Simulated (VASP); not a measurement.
All values below come from PBEsol GGA, VASP's PBE PAW potentials (set 64) (plane waves; VASP).

VASP ran on this input.

**INCAR**
```
SYSTEM = RuAl
PREC = Accurate; ENCUT = 400; LREAL = .False.
LASPH = .True.; ICHARG = 11
EDIFF = 1E-7; NELM = 100; ALGO = Normal
LMAXMIX = 4
ISMEAR = 0; SIGMA = 0.05
GGA = PS
LWAVE = .False.; LCHARG = .False.; LORBIT = 11
```

**KPOINTS**
```
k-points along high-symmetry lines
15
Line-mode
Reciprocal
  0.000000   0.000000   0.000000 ! GAMMA
  0.000000   0.500000   0.000000 ! X

  0.000000   0.500000   0.000000 ! X
  0.500000   0.500000   0.000000 ! M

  0.500000   0.500000   0.000000 ! M
  0.000000   0.000000   0.000000 ! GAMMA

  0.000000   0.000000   0.000000 ! GAMMA
  0.500000   0.500000   0.500000 ! R

  0.500000   0.500000   0.500000 ! R
  0.000000   0.500000   0.000000 ! X

  0.500000   0.500000   0.500000 ! R
  0.500000   0.500000   0.000000 ! M
```

### POSCAR
```
RuAl
1
    2.9749525989     0.0000000000     0.0000000000
    0.0000000000     2.9749525989     0.0000000000
   -0.0000000000     0.0000000000     2.9749525989
Al Ru
1 1
Direct
  0.5000000000   0.5000000000   0.5000000000
  0.0000000000   0.0000000000   0.0000000000
```

POTCAR, in this order: Al Ru_pv (PBE.64 set). Program: vasp_std. Read from the step before: CHGCAR.

Output of the run:

**OSZICAR**
```
       N       E                     dE             d eps       ncg     rms          rms(c)
DAV:   1     0.893835763236E+02    0.89384E+02   -0.83183E+03  2336   0.107E+03
DAV:   2    -0.130434454065E+02   -0.10243E+03   -0.97128E+02  2360   0.302E+02
DAV:   3    -0.147489333411E+02   -0.17055E+01   -0.16860E+01  2612   0.402E+01
DAV:   4    -0.147677000608E+02   -0.18767E-01   -0.18759E-01  2540   0.407E+00
DAV:   5    -0.147683370922E+02   -0.63703E-03   -0.63701E-03  2956   0.527E-01
DAV:   6    -0.147683470829E+02   -0.99907E-05   -0.99913E-05  2692   0.536E-02
DAV:   7    -0.147683472085E+02   -0.12562E-06   -0.12463E-06  2724   0.498E-03
DAV:   8    -0.147683472106E+02   -0.21062E-08   -0.11631E-08  1548   0.527E-04
   1 F= -.14768347E+02 E0= -.14767809E+02  d E =-.107651E-02
```

**OUTCAR**
```
 val. band max:       11.6803281656   @ k =   0.3929   0.5000   0.3929

 cond. band min:      11.8147273133   @ k =   0.4286   0.4286   0.4286



 k-point     1 :       0.0000    0.0000    0.0000
  band No.  band energies     occupation
      1     -30.8792      2.00000
      2     -30.8792      2.00000
      3     -30.8792      2.00000
      4       1.0520      2.00000
      5       7.1528      2.00000
      6       7.1528      2.00000
      7      11.0316      2.00000
      8      11.0316      2.00000
      9      11.0316      2.00000
     10      16.9882      0.00000
     11      16.9882      0.00000
     12      16.9882      0.00000

 k-point     2 :       0.0000    0.0357    0.0000
  band No.  band energies     occupation
      1     -30.8820      2.00000
      2     -30.8789      2.00000
      3     -30.8789      2.00000
      4       1.0770      2.00000
      5       7.1617      2.00000
      6       7.1624      2.00000
      7      10.9987      2.00000
      8      10.9987      2.00000
      9      11.0347      2.00000
     10      16.8564      0.00000
     11      17.0397      0.00000
     12      17.0397      0.00000

 k-point     3 :       0.0000    0.0714    0.0000
  band No.  band energies     occupation
      1     -30.8907      2.00000
      2     -30.8783      2.00000
      3     -30.8783      2.00000
      4       1.1518      2.00000
      5       7.1881      2.00000
      6       7.1894      2.00000
      7      10.9043      2.00000
      8      10.9043      2.00000
      9      11.0441      2.00000
     10      16.5038      0.00000
     11      17.1898      0.00000
     12      17.1898      0.00000

 k-point     4 :       0.0000    0.1071    0.0000
  band No.  band energies     occupation
      1     -30.9042      2.00000
      2     -30.8771      2.00000
      3     -30.8771      2.00000
      4       1.2754      2.00000
      5       7.2287      2.00000
      6       7.2311      2.00000
      7      10.7600      2.00000
...
```

The density is held fixed in this step, so its total energy and stress have no physical meaning.

The compound is RuAl in the CsCl type structure. It was relaxed first. The electron count is odd and the run is not spin-polarised, which forces a metal.
